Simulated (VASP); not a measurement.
Input:

```
CELL_PARAMETERS angstrom
      0.00000     3.26606     3.26606
      3.26606     0.00000     3.26606
      3.26606     3.26606     0.00000
ATOMIC_POSITIONS crystal
  Sn 0.00000 0.00000 0.00000
  Te 0.50000 0.50000 0.50000
```

Method: PBE GGA, VASP's PBE PAW potentials (set 64) (plane waves; VASP). Numerical set-up: 520 eV cut-off, 7×7×7 Γ-centred mesh, Gaussian smearing of 0.050 eV, potentials Sn_d Te.

**Question.** The job: SnTe (rock salt), 2 atoms, PBE, static run, 520 eV, 7×7×7 Γ-centred mesh. Roughly how much core time does it take on a busy server core?

**Answer.** About 10 core-seconds (one run on a shared machine, a rough figure). It had 20 irreducible k-points, 14 bands, up to 1899 plane waves and 14 electronic steps.

The compound is SnTe in the rock salt structure, which distorts at low temperature. This cell is one point of a volume scan, at 1.06 of the reference volume.
